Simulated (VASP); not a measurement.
All values below come from LDA (Ceperley-Alder, Perdew-Zunger), VASP's LDA PAW potentials (set 64) (plane waves; VASP 6.6.1).

Input for VASP

**KPOINTS**
```
Automatic mesh
0
Gamma
14 14 8
0 0 0
```

**POSCAR**
```
Mg
1.0
  1.5114686194  -2.6179408709   0.0000000000
  1.5114686194   2.6179408709   0.0000000000
  0.0000000000   0.0000000000   4.9019606720
Mg
2
direct
  0.3333330000   0.6666670000   0.2500000000
  0.6666670000   0.3333330000   0.7500000000
```

### INCAR
```
EDIFFG=-0.02
ISIF=3
LWAVE=.FALSE.
IBRION=2
PSTRESS=50   # kbar
ALGO=Normal
LREAL=.FALSE.
NELM=100   # most electronic steps
SYSTEM=Mg
LCHARG=.FALSE.
NSW=40   # most ionic steps
LASPH=.TRUE.
ISMEAR=1   # Methfessel-Paxton
PREC=Accurate
EDIFF=1E-6   # SCF stop (eV)
SIGMA=0.1   # width (eV)
ENCUT=500   # plane-wave cut-off (eV)
```

POTCAR, in this order: Mg (LDA.64 set). Program: vasp_std.

What will the output report for the number of irreducible k-points (NKPTS), largest plane-wave count, number of space-group operations, FFT grid (NGX, NGY, NGZ)?

| Quantity | Value |
|---|---|
| number of irreducible k-points (NKPTS) | 120 |
| largest plane-wave count | 1014 |
| number of space-group operations | 24 |
| FFT grid (NGX, NGY, NGZ) | 24 × 24 × 36 |

The compound is Mg in the hcp structure. It was relaxed first under an external pressure of 5 GPa.
